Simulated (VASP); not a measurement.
An input for Ansatz (written as the equivalent of a VASP run, and not itself run):

Ansatz 0.2 input:
```yaml
crystal:
  lattice:
    - [0.0000000, 3.5132161, 3.5132161]
    - [3.5132161, 0.0000000, 3.5132161]
    - [3.5132161, 3.5132161, 0.0000000]
  atoms:
    - { symbol: Rb, position: [0.0000000, 0.0000000, 0.0000000] }
    - { symbol: Br, position: [0.5000000, 0.5000000, 0.5000000] }
kpoints:
  mp_grid: { grid: [6, 6, 6] }
hamiltonian:
  xc: pbe
  pseudopotentials: { kind: paw }
scf:
  occupations: { method: gaussian, width: 0.05 }
  max_iter: 100
output: { forces: true, stress: true, eigenvalues: true }
```

Problem. Write the VASP files for the same calculation (PBE).

Solution. One answer among several that fit: 
File POSCAR:
```
RbBr
1
    0.0000000000     3.5132161255     3.5132161255
    3.5132161255     0.0000000000     3.5132161255
    3.5132161255     3.5132161255     0.0000000000
Rb Br
1 1
Direct
  0.0000000000   0.0000000000   0.0000000000
  0.5000000000   0.5000000000   0.5000000000
```

INCAR:
```
SYSTEM = RbBr
PREC = Accurate
ENCUT = 520
EDIFF = 1E-6
NELM = 100
ALGO = Normal
LREAL = .FALSE.
LASPH = .TRUE.
ISMEAR = 0
SIGMA = 0.05
GGA = PE
LMAXMIX = 4
LWAVE = .FALSE.
LCHARG = .TRUE.
```

File KPOINTS:
```
Automatic mesh
0
Gamma
6 6 6
0 0 0
```

POTCAR, in this order: Rb_sv Br (PBE.64 set). Program: vasp_std.

What does not carry over: each code has its own PAW files, so the cut-off isn't converted (ENCUT is set for VASP's; basis.ecutwfc is left out, and Ansatz then takes the one that its files recommend); Ansatz stops its SCF on the density residual and VASP on the energy change (EDIFF).

The compound is RbBr in the rock salt structure. It was relaxed first, which changed the volume by +6 %.
